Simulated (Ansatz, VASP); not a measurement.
# TaN in two plane-wave programs

One calculation is typed for both programs; each brings its own data sets. How far apart do they land? The cell is taken from a series of runs on this material, whose earlier steps may have relaxed, scaled, displaced or heated it; both programs get it as it stands.

Method: plane waves, with VASP 6.6.1 beside it; zone-centre phonons at PBEsol, in Ansatz 0.2.0.

### Step 1. Set-up

The structure is hexagonal, space group P6/mmm (No. 191). Conventional cell: a = 5.334 Å, b = 5.334 Å, c = 2.929 Å, α = 90.00°, β = 90.00°, γ = 120.00°. Nearest to N lie 6 Ta at 2.13 to 2.67 Å. Nearest to Ta lie 6 N at 2.67 Å and 2 Ta at 2.93 Å. Ta has 6 N at 2.13 Å nearest. Farther neighbours and most contacts between anions are not listed.

Coordinates:

```
N Ta
1.0
     5.33447    0.00000    0.00000
    -2.66724    4.61979    0.00000
     0.00000    0.00000    2.92883
N Ta
3 3
Cartesian
  2.6672 0.0000 0.0000
  1.3336 2.3099 0.0000
  -1.3336 2.3099 0.0000
  0.0000 0.0000 0.0000
  0.0000 3.0799 1.4644
  2.6672 1.5399 1.4644
```

### Step 2. Ansatz: zone-centre phonons, PBEsol

Ansatz runs on its PAW soft_1 files.

Second derivatives magnify differences that forces hide, and they need a tight electronic threshold.

File input.yaml:

```yaml
crystal:
  lattice:
    - [5.3344737913, 0.0, 0.0]
    - [-2.6672368956, 4.6197898191, 0.0]
    - [0.0, 0.0, 2.9288261413]
  atoms:
    - { symbol: "N", position: [0.5, 0.0, 0.0] }
    - { symbol: "N", position: [0.5, 0.5, 0.0] }
    - { symbol: "N", position: [0.0, 0.5, 0.0] }
    - { symbol: Ta, position: [0.0, 0.0, 0.0] }
    - { symbol: Ta, position: [0.3333333333, 0.6666666667, 0.5] }
    - { symbol: Ta, position: [0.6666666667, 0.3333333333, 0.5] }
kpoints:
  mp_grid: { grid: [9, 9, 12] }
hamiltonian:
  xc: pbesol
  pseudopotentials: { kind: paw, azcp: { folder: soft_1 }, xc_functional: pbe }
scf:
  occupations: { method: methfessel_paxton, width: 0.2 }
output:
  eigenvalues: true
phonons:
  method: dfpt
```

Run with:

```sh
$ ansatz run input.yaml --threads 8 --pin off --max-ram 16384MiB --backend cpu --events-out ev --progress --plain --runs-dir out
```

Numbers of over 12 decimals in the logs are rounded to 6 here.

What it wrote:

```text
zone centre: on kpoints.mp_grid the ground state, and the responses unless they are solved on pairs of k-points, stand on 175 of the mesh's 972 k-points, reduced under 4 symmetry operations, with k and −k counted as one. Each operation leaves every solved displacement unchanged or reverses it
Engine: ansatz 0.2.0, aarch64-unknown-linux-gnu
Pseudopotentials: kind: paw
Pseudopotential: N, paw, valence charge 5, recommended cutoff 420 eV (normal), soft_1/N.paw.azcp
Pseudopotential: Ta, paw, valence charge 13, recommended cutoff 420 eV (normal), soft_1/Ta.paw.azcp
Functional definition: PBEsol
  exchange = pbesol_x
  correlation = pbesol_c
Crystal: 6 atoms, lattice volume = 72.178 Å³
Basis set: ecut = 420 eV, 1431 PW (Γ), exchange–correlation on 72×72×40 points (8 copies of the dense FFT grid, shifted against one another)
Bands: 33, of which v1, the nominal top of the filled ones, is band 27 counted from 1 (26 counted from 0)
Symmetry: 24 space group operations
k-points: 175 of 972 (irreducible under 4 space group operations, time reversal used)
Non-local potential: N, projectors of the file, l = 0: 2, l = 1: 2, l = 2: 1
Non-local potential: Ta, projectors of the file, l = 0: 3, l = 1: 2, l = 2: 2, l = 3: 1
PAW form: soft (Blöchl's): semilocal exchange-correlation on the pseudo side does not see the compensation charge
PAW frozen core: N, regenerated for the run's functional, and the local potential with it (the file was generated under x = pbe(κ = 0.804, μ = 0.219515), c = pbe(β = 0.066725))
PAW frozen core: Ta, regenerated for the run's functional, and the local potential with it (the file was generated under x = pbe(κ = 0.804, μ = 0.219515), c = pbe(β = 0.066725))
PAW one-centre angular grid: N, 110 points (default); XC on 64 Gauss nodes
PAW one-centre angular grid: Ta, 590 points (default); XC on 64 Gauss nodes
Initial density: superposition of atomic densities (chi_scale 0.1, normalization cell, long waves kept (reshape's long-wave potential 0.03 eV rms))
Initial wavefunctions: pseudopotential atomic-orbital guess
Functional: x = pbesol(κ = 0.804, μ = 0.123457), c = pbesol(β = 0.046)
SCF iter   1: F=—  HF=-30563.893022 eV  |F-HF|=—  |Δ(HF+E_count)|=         —  Δρ=6.88e-2  dr2=4.68e0  ethr=3.10e-3  ⟨swp⟩=4.5  Hψ=22563  notcnv=0
preconditioner: auto → Kerker (q_TF=auto, 2.599 Å⁻¹)  [metal: Δε(μ)=0.043 eV  Ē_g=9.146 eV  σ=0.200 eV  W_gap=0.18  n_scr=26 (ndim 8)  ℏωp=23.9 eV  f_vac=0.000  D(μ)=0.74/eV (n_scr^D=0)]
SCF iter   2: F=—  HF=-30563.042592 eV  |F-HF|=—  |Δ(HF+E_count)|=   8.50e-1  S|Δr|=    0.00e0  Δρ=3.48e-2  dr2=9.20e-1  ethr=3.10e-3  ⟨swp⟩=2.0  Hψ=10095  notcnv=0  defer=185
SCF iter   3: F=—  HF=-30562.853771 eV  |F-HF|=—  |Δ(HF+E_count)|=   1.89e-1  S|Δr|=    0.00e0  Δρ=1.12e-2  dr2=9.62e-2  ethr=1.70e-3  ⟨swp⟩=2.0  Hψ=6721  notcnv=0  defer=185
SCF iter   4: F=—  HF=-30562.828621 eV  |F-HF|=—  |Δ(HF+E_count)|=   2.52e-2  S|Δr|=    0.00e0  Δρ=3.04e-3  dr2=1.10e-2  ethr=1.78e-4  ⟨swp⟩=2.0  Hψ=8605  notcnv=0  defer=148
SCF iter   5: F=—  HF=-30562.826154 eV  |F-HF|=—  |Δ(HF+E_count)|=   2.47e-3  S|Δr|=    0.00e0  Δρ=1.13e-3  dr2=7.70e-4  ethr=2.04e-5  ⟨swp⟩=2.1  Hψ=6936  notcnv=0  defer=146
SCF iter   6: F=—  HF=-30562.825940 eV  |F-HF|=—  |Δ(HF+E_count)|=   2.15e-4  S|Δr|=    0.00e0  Δρ=2.13e-4  dr2=4.30e-5  ethr=1.43e-6  ⟨swp⟩=2.1  Hψ=7671  notcnv=0  defer=146
SCF iter   7: F=—  HF=-30562.825930 eV  |F-HF|=—  |Δ(HF+E_count)|=   9.95e-6  S|Δr|=    0.00e0  Δρ=5.30e-5  dr2=2.21e-6  ethr=7.97e-8  ⟨swp⟩=2.0  Hψ=8173  notcnv=0  defer=146
SCF iter   8: F=—  HF=-30562.825929 eV  |F-HF|=—  |Δ(HF+E_count)|=   6.75e-7  S|Δr|=    0.00e0  Δρ=8.30e-6  dr2=4.69e-8  ethr=4.09e-9  ⟨swp⟩=2.0  Hψ=8025  notcnv=0  defer=146
SCF iter   9: F=—  HF=-30562.825929 eV  |F-HF|=—  |Δ(HF+E_count)|=   6.92e-9  S|Δr|=    0.00e0  Δρ=1.23e-6  dr2=1.11e-9  ethr=8.69e-11  ⟨swp⟩=2.0  Hψ=8286  notcnv=0  defer=146
SCF iter  10: F=—  HF=-30562.825929 eV  |F-HF|=—  |Δ(HF+E_count)|=  1.49e-10  S|Δr|=    0.00e0  Δρ=1.69e-7  dr2=1.68e-11  ethr=2.05e-12  ⟨swp⟩=2.1  Hψ=8232  notcnv=0  defer=146
SCF iter  11: F=-30562.825929 eV  HF=-30562.825929 eV  |F-HF|=1.09e-11  |Δ(HF+E_count)|=  7.28e-12  S|Δr|=    0.00e0  Δρ=2.48e-8  dr2=2.60e-13  ethr=1.00e-12  ⟨swp⟩=9.7  Hψ=26796  notcnv=0
SCF 1 converged in 11 iterations: F = -30562.825929 eV  dr2 = 2.60e-13
  greatest PAW one-centre occupation: 0.999 electrons in one spin orbital (limit 2), on the Ta atom at site 5 (counted from 0), in its partial waves of l = 0
DFPT response loops at Γ: preconditioner auto → Kerker (q_TF=auto, 2.599 Å⁻¹) (partly filled bands, converged f_vac=0.000); β = 1.00, the filter's whole step (`scf.mixing.beta` (0.50) is not read by the response loops under this deck's `scf.mixing.preconditioner`; to damp them name `kerker` or `kerker_dos`, under which they read `scf.mixing.beta`, and type it under 1.00, their step now; both keys bind the ground state too); Broyden in place of MSR1
SCF converged after 11 iterations
Stability not checked: this state was not tested for a lower state beside it, because cold or Methfessel-Paxton smearing, or corrected tetrahedra, fill the levels in a way that the test cannot read (fill_not_monotonic; see scf.lower_state_search)
Free energy (F): -30562.825929 eV
Harris-Foulkes:  -30562.825929 eV  (|F-HF|=1.09e-11)
Internal energy: -30562.831278 eV  (E = F + TS)
E sigma→0 (E₀):  -30562.827266 eV
Entropy (-TS):   0.005349 eV (0.892 meV/atom)
Fermi energy:    18.086583 eV
--- Per-component energies (eV) ---
  E_band       = -293.777103
  E_kinetic    = 1555.337866
  E_local      = -2164.047696  (includes V_loc(G=0)·N_el)
  E_nonlocal   = 79.794113
  E_hartree    = 766.194991
  E_xc         = -1130.730995
  E_vxc        = -922.414541  (∫ρ·V_xc dr)
  E_paw        = -24912.890983  (= ΣΔE_a)
  E_vpaw       = -374.839563  (= ΣTr[D̂ρ^β])
  E_aug_tail   = 0.002725  (compensation charges beyond the density's cutoff)
  E_ewald      = -4757.216733
  E_core_change = 0.725435  (= ΣΔE_core)
  E_smearing   = 0.005349  (= −TS)
  E_closure    = -0.000000  (closes the sum)
  Σ components = -30562.825929   (vs F -30562.825929, Δ=0.00e0)
--- Band table (eV; the first three rows and the last of 175) ---
  k-point 0: bands = [... 23 lower, 15.0399, 15.6188, 15.9204, 16.8387, 16.8387, 18.8781, 18.9562, 18.9562, ... 2 higher]
  k-point 1: bands = [... 23 lower, 14.9567, 15.6547, 16.2347, 16.9893, 16.9893, 18.9548, 19.0591, 19.0591, ... 2 higher]
  k-point 2: bands = [... 23 lower, 15.2255, 15.7534, 17.0521, 17.3671, 17.3671, 18.4307, 18.4307, 19.1748, ... 2 higher]
  k-point 174: bands = [... 23 lower, 14.7698, 15.1211, 15.7726, 17.0168, 19.6938, 19.9502, 20.2989, 20.3491, ... 2 higher]
--- Phonons (Γ-DFPT): 7 representative perturbations + reference, on 175 of 972 k-points (Σ response iterations 22) ---
  k mesh reduced under 4 symmetry operations, with k and −k counted as one. Each operation leaves every solved displacement unchanged or reverses it
  ASR residual: 3.348e-5 → 0.000e0 eV/Å²; symmetrization residual: 2.754e-6 eV/Å²
  ASR residual per site (eV/Å²): 8.92e-6 8.40e-6 8.40e-6 1.21e-5 3.35e-5 3.35e-5
  Γ frequencies (cm⁻¹): -499.21 -221.83 -221.83 0.00 0.00 0.00 105.13 155.18 180.58 180.58 214.45 214.45 527.30 546.22 546.22 661.55 661.55 849.05
  non-analytic LO–TO correction: not included (Born effective charges unavailable; polar crystals: no LO–TO splitting at Γ)
```

In the SCF lines HF is the Harris–Foulkes energy and dr2 the Hartree energy of the density residual, in eV; the loop may stop once dr2 is under the threshold and the program's other checks hold. Hψ counts applications of the Hamiltonian.

(Part 1 of 3 ends here.)

[Lines on the potential files, build, host, timing and source positions are cut from VASP's logs without a mark.]

[Logs are printed without paths, hosts, clocks, repeated set-up lines and the standing remarks that a program may print on its own settings, such as how far it seeks lower states.]

[Hosts, paths, dates, database ids (printed as entryN), source tags and the programs' standing remarks are cut or masked in the printed files.]
